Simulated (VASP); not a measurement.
Computed with PBE GGA + U (Dudarev), VASP's PBE PAW potentials (set 64) (plane waves; VASP).

VASP input:

**KPOINTS**
```
Automatic mesh
0
Gamma
12 12 9
0 0 0
```

### POSCAR
```
FePt
2.7274710
  1.0000000000   0.0000000000   0.0000000000
  0.0000000000   1.0244240910   0.0000000000
  0.0000000000   0.0000000000   1.3481177252
Fe Pt
1 1
direct
  0.0000000000   0.0000000000   0.0000000000
  0.5282590000   0.5000000000   0.5000000000
```

INCAR:
```
SYSTEM=FePt
PREC=Accurate; ENCUT=400; LREAL=.FALSE.
LASPH=.TRUE.
EDIFF=1E-6; NELM=100; ALGO=Normal
LMAXMIX=6
ISMEAR=1; SIGMA=0.1
GGA=PE
MAGMOM=3.0 0.0
ISPIN=2
LDAUL=2 -1
LDAUU=2.0 0
LDAUJ=0 0
LDAU=.TRUE.; LDAUTYPE=2; LDAUPRINT=1
ISIF=2
LWAVE=.FALSE.; LCHARG=.FALSE.; LORBIT=10
```

POTCAR, in this order: Fe Pt (PBE.64 set). Program: vasp_std.

What VASP printed:

OSZICAR:
```
       N       E                     dE             d eps       ncg     rms          rms(c)
DAV:   1     0.795426950543E+02    0.79543E+02   -0.74685E+03 15420   0.108E+03
DAV:   2    -0.118431307809E+02   -0.91386E+02   -0.81585E+02 15106   0.229E+02
DAV:   3    -0.145095318645E+02   -0.26664E+01   -0.26008E+01 18671   0.479E+01
DAV:   4    -0.145361509909E+02   -0.26619E-01   -0.26616E-01 16896   0.412E+00
DAV:   5    -0.145368680937E+02   -0.71710E-03   -0.71708E-03 19752   0.760E-01    0.170E+01
DAV:   6    -0.147095302995E+02   -0.17266E+00   -0.13329E+01 16070   0.864E+01    0.189E+01
DAV:   7    -0.135628998707E+02    0.11466E+01   -0.53111E+00 18625   0.654E+01    0.805E+00
DAV:   8    -0.134851227699E+02    0.77777E-01   -0.37085E-01 19403   0.136E+01    0.364E+00
DAV:   9    -0.134311121321E+02    0.54011E-01   -0.14251E-01 21095   0.888E+00    0.176E+00
DAV:  10    -0.134358003900E+02   -0.46883E-02   -0.22090E-02 22614   0.202E+00    0.765E-01
DAV:  11    -0.134319247347E+02    0.38757E-02   -0.15030E-02 19556   0.315E+00    0.186E-01
DAV:  12    -0.134321340834E+02   -0.20935E-03   -0.68092E-04 19133   0.344E-01    0.906E-02
DAV:  13    -0.134322578149E+02   -0.12373E-03   -0.13182E-04 19765   0.132E-01    0.525E-02
DAV:  14    -0.134323009278E+02   -0.43113E-04   -0.43975E-05 19734   0.693E-02    0.332E-02
DAV:  15    -0.134323062433E+02   -0.53155E-05   -0.20965E-05 19994   0.859E-02    0.113E-02
DAV:  16    -0.134323088982E+02   -0.26550E-05   -0.88826E-06 18243   0.352E-02    0.616E-03
DAV:  17    -0.134323092618E+02   -0.36358E-06   -0.14593E-06  9266   0.218E-02
   1 F= -.13432309E+02 E0= -.13432289E+02  d E =-.601031E-04  mag=     3.5971
```

File OUTCAR:
```
------------------------ aborting loop because EDIFF is reached ----------------------------------------
  FORCE on cell =-STRESS in cart. coord.  units (eV):
  Direction    XX          YY          ZZ          XY          YZ          ZX
  --------------------------------------------------------------------------------------
  Total        1.0898607      0.0213402      1.1774761      0.0000000      0.0000000      0.0000000
  in kB       62.3151358      1.2201733     67.3247350      0.0000000      0.0000000      0.0000000
  external PRESSURE =      43.6200147 kB  Pullay stress =       0.0000000 kB
  volume of cell :       28.02
      direct lattice vectors                 reciprocal lattice vectors
     2.727471000  0.000000000  0.000000000     0.366640012  0.000000000  0.000000000
     0.000000000  2.794087000  0.000000000     0.000000000  0.357898662  0.000000000
     0.000000000  0.000000000  3.676952000     0.000000000  0.000000000  0.271964388
 POSITION                                       TOTAL-FORCE (eV/Angst)
 -----------------------------------------------------------------------------------
      0.00000      0.00000      0.00000         0.344731      0.000000      0.000000
      1.44081      1.39704      1.83848        -0.344731      0.000000      0.000000
 -----------------------------------------------------------------------------------
    total drift:                               -0.000134      0.000000     -0.000000
  FREE ENERGIE OF THE ION-ELECTRON SYSTEM (eV)
  ---------------------------------------------------
  free  energy   TOTEN  =       -13.4323092618 eV

  energy  without entropy=      -13.4322491588  energy(sigma->0) =      -13.43228923

 total charge

# of ion       s       p       d       tot
------------------------------------------
    1        0.417   0.456   6.073   6.946
    2        0.712   0.644   8.074   9.430
--------------------------------------------------
tot          1.129   1.100  14.146  16.375

 magnetization (x)

# of ion       s       p       d       tot
------------------------------------------
    1        0.011  -0.008   3.283   3.286
    2       -0.027  -0.070   0.417   0.320
--------------------------------------------------
tot         -0.016  -0.077   3.700   3.606
```
(Selected blocks of OUTCAR.)

### OUTCAR
```
 val. band max:        8.6433463423   @ k =   0.2500   0.2500   0.1111

 cond. band min:       8.6476253163   @ k =   0.1667   0.3333   0.3333


 Fermi energy:         8.6465518696

 spin component 1

 k-point     1 :       0.0000    0.0000    0.0000
  band No.  band energies     occupation
      1      -0.9622      1.00000
      2       1.9085      1.00000
      3       2.3235      1.00000
      4       4.1915      1.00000
      5       4.4152      1.00000
      6       4.9129      1.00000
      7       5.2640      1.00000
      8       5.8721      1.00000
      9       7.6839      1.00000
     10       7.7100      1.00000
     11       7.8828      1.00000
     12      11.1067      0.00000
     13      18.3700      0.00000
     14      19.2421      0.00000
     15      20.2453      0.00000

 k-point     2 :       0.0833    0.0000    0.0000
  band No.  band energies     occupation
      1      -0.7824      1.00000
      2       2.0054      1.00000
      3       2.4344      1.00000
      4       4.2356      1.00000
      5       4.3681      1.00000
      6       4.9791      1.00000
      7       5.2251      1.00000
      8       5.8636      1.00000
      9       7.2358      1.00000
     10       7.6452      1.00000
     11       7.7091      1.00000
     12      11.7226      0.00000
     13      18.1780      0.00000
     14      19.3326      0.00000
     15      19.5739      0.00000

 k-point     3 :       0.1667    0.0000    0.0000
  band No.  band energies     occupation
      1      -0.2686      1.00000
      2       2.2592      1.00000
      3       2.7629      1.00000
      4       4.2437      1.00000
      5       4.3622      1.00000
      6       5.1213      1.00000
      7       5.1221      1.00000
      8       5.8987      1.00000
      9       6.3352      1.00000
     10       7.2683      1.00000
     11       7.5331      1.00000
     12      13.0502      0.00000
     13      16.7198      0.00000
...
```

Unless said otherwise, spin-orbit coupling is left out, though it shifts the bands of the heavy elements here.

The compound is FePt in the L1_0 structure. The cell was not relaxed at this level, atoms are displaced from their ideal sites. The run is one of a series of settings (LDAU = .TRUE., LDAUJ = 0 0, LDAUL = 2 -1, LDAUTYPE = 2, LDAUU = 2.0 0 against the base run), some of them coarse on purpose.
